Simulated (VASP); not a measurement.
A VASP calculation is set up with these files.

File POSCAR:
```
W
1.0
 -2.4761040000   2.4761040000   1.3509920000
  2.4761040000  -2.4761040000   1.3509920000
  2.4761040000   2.4761040000  -1.3509920000
W
2
direct
  0.7500000000   0.2500000000   0.5000000000
  0.0000000000   0.0000000000   0.0000000000
```

File KPOINTS:
```
Automatic mesh
0
Gamma
14 14 14
0 0 0
```

**INCAR**
```
SYSTEM = W
PREC = Accurate
ENCUT = 400
EDIFF = 1E-6
NELM = 100
ALGO = Normal
LREAL = .FALSE.
LASPH = .TRUE.
ISMEAR = 1
SIGMA = 0.1
METAGGA = R2SCAN
LMIXTAU = .TRUE.
LMAXMIX = 6
LWAVE = .FALSE.
LCHARG = .FALSE.
IBRION = 2
ISIF = 3
NSW = 60
EDIFFG = -0.01
```

POTCAR, in this order: W_sv (PBE.64 set). Program: vasp_std.

Problem. Write an equivalent input for Ansatz.

Solution. One equivalent input (not run):
Ansatz 0.2 input:
```yaml
crystal:
  lattice:
    - [-2.4761040, 2.4761040, 1.3509920]
    - [2.4761040, -2.4761040, 1.3509920]
    - [2.4761040, 2.4761040, -1.3509920]
  atoms:
    - { symbol: W, position: [0.7500000, 0.2500000, 0.5000000] }
    - { symbol: W, position: [0.0000000, 0.0000000, 0.0000000] }
kpoints:
  mp_grid: { grid: [14, 14, 14] }
hamiltonian:
  xc: r2scan
  pseudopotentials: { kind: paw }
scf:
  occupations: { method: methfessel_paxton, width: 0.1 }
  max_iter: 100
relax:
  max_steps: 60
  f_tol: 0.01
  cell: {}
output: { forces: true, stress: true, eigenvalues: true }
```
Limits of the translation: each code has its own PAW files, so the cut-off isn't converted (ENCUT is set for VASP's; basis.ecutwfc is left out, and Ansatz then takes the one that its files recommend); Ansatz stops its SCF on the density residual and VASP on the energy change (EDIFF).

The structure was generated: W was put into the beta-Sn type (I4_1/amd), which need not be its known phase. This run relaxes it. Symmetry was kept, so distortions that lower it aren't found.
